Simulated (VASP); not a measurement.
# Mg6MnAl (Amm2) in VASP: reference runs, part 2 of 2

VASP 6.6.1.

### Step 3. Single point, PBE, collinear spin, ferromagnetic start (atoms moved at random, drawn with an rms of 0.05 Å)

INCAR

```
SYSTEM = Mg6MnAl
PREC = Accurate ; ENCUT = 520
EDIFF = 1E-7 ; ISMEAR = -1
SIGMA = 0.05 ; LREAL = .False.
LASPH = .True. ; NELM = 100
ALGO = Normal ; ISIF = 2
LWAVE = .False. ; LCHARG = .False.
ISPIN = 2 ; MAGMOM = 4 0 0 0 0 0 0 0
LORBIT = 11 ; LMAXMIX = 4
GGA = PE ; NBANDS = 28
```

KPOINTS

```
regular mesh
0
Gamma
  6 5 5
  0 0 0
```

POSCAR

```
Mg6MnAl
1.0
    4.8730180000      0.0000000000      0.0000000000
    0.0000000000      3.1218115000      5.3701920000
    0.0000000000     -3.1218115000      5.3701920000
Mn Al Mg
1 1 6
Direct
    0.5074230000      0.6708820000      0.6780430000
   -0.0035570000      0.8203160000      0.8215620000
    0.4979180000      0.1631070000      0.1644160000
    0.5062380000      0.6755850000      0.1503890000
    0.5037730000      0.1678420000      0.6596500000
   -0.0048820000      0.3273600000      0.3356690000
   -0.0103280000      0.8402470000      0.3349360000
    0.0009870000      0.3467780000      0.8262010000
```

Potentials or basis: VASP PAW PBE potentials, release 64 (Mn_pv, Al, Mg).

Command:

```sh
cat potpaw_PBE.64/Mn_pv/POTCAR potpaw_PBE.64/Al/POTCAR potpaw_PBE.64/Mg/POTCAR > POTCAR
mpirun -np 1 vasp_std > vasp.out
```

OUTCAR:

```text
SYSTEM = Mg6MnAl
   PREC = Accurate
   ENCUT = 520
   EDIFF = 1E-7
   ISMEAR = -1
   LREAL = .False.
   LASPH = .True.
   NELM = 100
   ISIF = 2
   ISPIN = 2
   LORBIT = 11
   GGA = PE

 ion  position               nearest neighbor table
   1  0.507  0.671  0.678-   2 2.86   2 2.95   4 2.95   8 2.98   7 2.99   8 3.03   5 3.03   3 3.11
                             7 3.13   3 3.14   5 3.18   4 3.26
   2  0.996  0.820  0.822-   1 2.86   8 2.93   1 2.95   7 2.96   4 2.98   5 3.05   4 3.06   6 3.10
                             5 3.10   6 3.15   7 3.25   8 3.28
   3  0.498  0.163  0.164-   7 2.96   6 3.02   7 3.03   8 3.03   6 3.04   8 3.06   4 3.07   5 3.09
                             1 3.11   5 3.12   4 3.14   1 3.14
   4  0.506  0.676  0.150-   1 2.95   2 2.98   7 3.01   6 3.04   2 3.06   5 3.07   3 3.07   6 3.12
                             7 3.14   3 3.14   5 3.17   1 3.26
   5  0.504  0.168  0.660-   6 2.96   1 3.03   6 3.03   2 3.05   8 3.05   4 3.07   8 3.07   3 3.09
                             2 3.10   3 3.12   4 3.17   1 3.18
   6  0.995  0.327  0.336-   5 2.96   3 3.02   7 3.03   5 3.03   4 3.04   3 3.04   2 3.10   8 3.11
                             8 3.11   4 3.12   2 3.15   7 3.18
   7  0.990  0.840  0.335-   2 2.96   3 2.96   1 2.99   4 3.01   6 3.03   3 3.03   8 3.07   1 3.13
                             4 3.14   8 3.17   6 3.18   2 3.25
   8  0.001  0.347  0.826-   2 2.93   1 2.98   1 3.03   3 3.03   5 3.05   3 3.06   5 3.07   7 3.07
                             6 3.11   6 3.11   7 3.17   2 3.28

  LATTYP: Found a base centered orthorhombic cell.
 ALAT       =     6.2436230000
 B/A-ratio  =     1.7202166114
 C/A-ratio  =     0.7804792186

  Lattice vectors:

 A1 = (   0.0000000000,   3.1218115000,  -5.3701920000)
 A2 = (   0.0000000000,   3.1218115000,   5.3701920000)
 A3 = (   4.8730180000,   0.0000000000,   0.0000000000)

Analysis of symmetry for initial positions (statically):
=====================================================================
 Subroutine PRICEL returns:
 Original cell was already a primitive cell.

 Routine SETGRP: Setting up the symmetry group for a
 base centered orthorhombic supercell.

 Subroutine GETGRP returns: Found  1 space group operations
 (whereof  1 operations were pure point group operations)
[... 904 lines left out ...]
      4      -3.9988      1.00000
      5       0.1679      1.00000
      6       0.8482      1.00000
[... 685 lines left out ...]
     25       8.6130      0.00000
     26       8.8602      0.00000

 [... further k-points ...]

 [bands above 26 left out]

------------------------ aborting loop because EDIFF is reached ----------------------------------------

  FORCE on cell =-STRESS in cart. coord.  units (eV):
  Direction    XX          YY          ZZ          XY          YZ          ZX
  --------------------------------------------------------------------------------------
  -------------------------------------------------------------------------------------
  Total        0.3210666     -0.8086652     -0.4549274     -0.0626453     -0.0287898     -0.0171588
  in kB        3.1483367     -7.9296651     -4.4609585     -0.6142918     -0.2823091     -0.1682568
  external PRESSURE =      -3.0807623 kB  Pullay stress =       0.0000000 kB

 VOLUME and BASIS-vectors are now :
 -----------------------------------------------------------------------------
  energy-cutoff  :      520.00
  volume of cell :      163.39
      direct lattice vectors                 reciprocal lattice vectors
     4.873018000  0.000000000  0.000000000     0.205211637  0.000000000  0.000000000
     0.000000000  3.121811500  5.370192000     0.000000000  0.160163418  0.093106541
     0.000000000 -3.121811500  5.370192000     0.000000000 -0.160163418  0.093106541

 POSITION                                       TOTAL-FORCE (eV/Angst)
 -----------------------------------------------------------------------------------
      2.47268     -0.02236      7.24399        -0.125847      0.137892     -0.016282
      4.85568     -0.00389      8.81720         0.130937      0.054555      0.022277
      2.42636     -0.00409      1.75886        -0.064538      0.103955      0.081771
      2.46691      1.63956      4.43564        -0.228497     -0.137676     -0.012796
      2.45489     -1.53533      4.44379        -0.119857     -0.113253      0.044262
      4.84923     -0.02594      3.56059         0.154023      0.176284      0.056720
      4.82269      1.57749      6.31096         0.222385     -0.256459     -0.141306
      0.00481     -1.49667      6.29912         0.031395      0.034702     -0.034647
 -----------------------------------------------------------------------------------
    total drift:                                0.000144      0.000017      0.000281

  FREE ENERGIE OF THE ION-ELECTRON SYSTEM (eV)
  ---------------------------------------------------
  free  energy   TOTEN  =       -21.0668339403 eV

  energy  without entropy=      -21.0330058752  energy(sigma->0) =      -21.04991991

 total charge

# of ion       s       p       d       tot
------------------------------------------
    1        0.285   6.158   4.968  11.411
    2        0.441   0.320   0.000   0.761
    3        0.211   0.150   0.014   0.375
    4        0.202   0.141   0.016   0.360
    5        0.203   0.141   0.016   0.360
    6        0.216   0.139   0.016   0.370
    7        0.208   0.140   0.016   0.364
    8        0.207   0.140   0.016   0.364
--------------------------------------------------
tot          1.973   7.329   5.062  14.365

 magnetization (x)

# of ion       s       p       d       tot
------------------------------------------
    1        0.042   0.028   3.471   3.541
    2       -0.006  -0.020   0.000  -0.027
    3       -0.007  -0.010  -0.001  -0.018
    4       -0.008  -0.008  -0.001  -0.017
    5       -0.008  -0.008  -0.001  -0.017
    6        0.005   0.002  -0.001   0.005
    7       -0.012  -0.006  -0.001  -0.018
    8       -0.013  -0.007  -0.001  -0.020
--------------------------------------------------
tot         -0.008  -0.029   3.467   3.430
```

OSZICAR:

```text
N       E                     dE             d eps       ncg     rms          rms(c)
DAV:   1     0.778312354058E+02    0.77831E+02   -0.12054E+04  9728   0.807E+02
DAV:   2    -0.186019318958E+02   -0.96433E+02   -0.89076E+02  8784   0.163E+02
DAV:   3    -0.224904292039E+02   -0.38885E+01   -0.37764E+01 10724   0.334E+01
DAV:   4    -0.225464627600E+02   -0.56034E-01   -0.55866E-01 10024   0.400E+00
DAV:   5    -0.225475117668E+02   -0.10490E-02   -0.10490E-02 10008   0.622E-01    0.126E+01
DAV:   6    -0.348083200599E+02   -0.12261E+02   -0.40774E+01  9724   0.499E+01    0.470E+01
DAV:   7    -0.207296095887E+02    0.14079E+02   -0.37179E+01 10128   0.468E+01    0.602E+00
DAV:   8    -0.210237479333E+02   -0.29414E+00   -0.13067E+00  9460   0.547E+00    0.362E+00
DAV:   9    -0.210653037598E+02   -0.41556E-01   -0.28285E-01  9940   0.370E+00    0.142E+00
DAV:  10    -0.210676825167E+02   -0.23788E-02   -0.33343E-02  9692   0.990E-01    0.689E-01
DAV:  11    -0.210668290762E+02    0.85344E-03   -0.29516E-03  9812   0.321E-01    0.344E-01
DAV:  12    -0.210668015759E+02    0.27500E-04   -0.23333E-03  9884   0.280E-01    0.933E-02
DAV:  13    -0.210668585701E+02   -0.56994E-04   -0.19771E-04  9236   0.809E-02    0.592E-02
DAV:  14    -0.210668299218E+02    0.28648E-04   -0.48759E-05 10084   0.513E-02    0.205E-02
DAV:  15    -0.210668335196E+02   -0.35979E-05   -0.17203E-05 10440   0.203E-02    0.158E-02
DAV:  16    -0.210668337975E+02   -0.27786E-06   -0.24633E-06 10180   0.130E-02    0.575E-03
DAV:  17    -0.210668339278E+02   -0.13031E-06   -0.67258E-07  9168   0.455E-03    0.157E-03
DAV:  18    -0.210668339403E+02   -0.12498E-07   -0.29821E-08  4808   0.104E-03
   1 F= -.21066834E+02 E0= -.21049920E+02  d E =-.338281E-01  mag=     3.2912
```

stdout:

```text
POSCAR found type information on POSCAR MnAlMg
 POSCAR found :  3 types and       8 ions
 scaLAPACK will be used
 LDA part: xc-table for (Slater+PW92), standard interpolation
 POSCAR, INCAR and KPOINTS ok, starting setup
 FFT: planning ... GRIDC
 FFT: planning ... GRID_SOFT
 FFT: planning ... GRID
 WAVECAR not read
 entering main loop
```

Run time: 21 min. Hardware: 1 thread of Intel Xeon Platinum 8175M at 2.50GHz (Skylake/Cascade Lake), shared host; peak memory 0.71 GiB.

What came out:

```
Free energy                                           : -21.0668 eV
Pressure                                              : -0.3 GPa
Largest force                                         : 0.368 eV/Å
Band gap on the k mesh                                : none (metal or under the smearing width)
Net moment                                            : 3.29 μB per cell
Site moments                                          : Mn +3.54; Al -0.03; Mg -0.02, +0.01 μB
Valence electrons inside the program's atomic spheres : Mn 11.41; Al 0.76; Mg 0.38, 0.36, 0.37
```

Forces on the atoms (eV/Å):
```
Mn  -0.126  0.138 -0.016
Al   0.131  0.055  0.022
Mg  -0.065  0.104  0.082
Mg  -0.228 -0.138 -0.013
Mg  -0.120 -0.113  0.044
Mg   0.154  0.176  0.057
Mg   0.222 -0.256 -0.141
Mg   0.031  0.035 -0.035
```
